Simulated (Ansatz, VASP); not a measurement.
K3Ge in VASP and in Ansatz

File INCAR:

```
SYSTEM = K3Ge
PREC     = Accurate       ! precision mode
ENCUT    = 520            ! plane-wave cutoff, eV
EDIFF    = 1E-7           ! SCF threshold, eV
ISMEAR   = -1             ! smearing method
SIGMA    = 0.05           ! smearing width, eV
LREAL    = .FALSE.        ! projectors in reciprocal space
LASPH    = .TRUE.         ! aspherical terms in the spheres
NELM     = 80             ! most SCF steps
ALGO     = Normal         ! electronic algorithm
ISIF     = 2              ! what is computed and relaxed
LWAVE    = .FALSE.        ! write WAVECAR
LCHARG   = .FALSE.        ! write CHGCAR
GGA      = PE             ! functional
NBANDS   = 28             ! bands
```

The input KPOINTS:

```
regular mesh
0
G
  6 6 6
  0 0 0
```

POSCAR

```
K3Ge
1.0
    0.0000000000      4.3677413346      4.3677413346
    4.3677413346      0.0000000000      4.3677413346
    4.3677413346      4.3677413346      0.0000000000
Ge K
1 3
Direct
    0.0000000000      0.0000000000      0.0000000000
    0.5000000000      0.5000000000      0.5000000000
    0.7500000000      0.7500000000      0.7500000000
    0.2500000000      0.2500000000      0.2500000000
```

File input.yaml:

```yaml
crystal:
  lattice:
    - [0.0, 4.3677413346, 4.3677413346]
    - [4.3677413346, 0.0, 4.3677413346]
    - [4.3677413346, 4.3677413346, 0.0]
  atoms:
    - { symbol: Ge, position: [0.0, 0.0, 0.0] }
    - { symbol: K, position: [0.5, 0.5, 0.5] }
    - { symbol: K, position: [0.75, 0.75, 0.75] }
    - { symbol: K, position: [0.25, 0.25, 0.25] }
hamiltonian:
  xc: pbe
  pseudopotentials: { kind: paw }
kpoints:
  mp_grid: { grid: [6, 6, 6] }
scf:
  occupations: { method: fermi_dirac, width: 0.05 }
output:
  forces: true
  stress: true
  eigenvalues: true
```

Change from the starting cell: volume scaled by 1.04.

Alike in both runs: task single point; functional PBE; k mesh 6 × 6 × 6; occupations fermi-dirac, width 0.05 eV; no spin polarisation.

|  | VASP | Ansatz |
| --- | --- | --- |
| version | VASP 6.6.1 | Ansatz 0.2.0 |
| potentials or method | VASP PAW PBE potentials, release 64 (Ge_d, K_sv) | Ansatz PAW |
| plane-wave cutoff (eV) | 520 | 420 |
| valence electrons in the cell | 41 | 41 |

|  | VASP | Ansatz | Ansatz less VASP |
| --- | --- | --- | --- |
| gap on the k mesh at the Fermi level (eV) | none | none | - |
| pressure (GPa) | -0.3 | -0.3 | +0.01 |

A gap of «none» marks a metal or a gap that the smearing closes. The functional is the same, so the differences come from potentials, cutoffs and numerics.
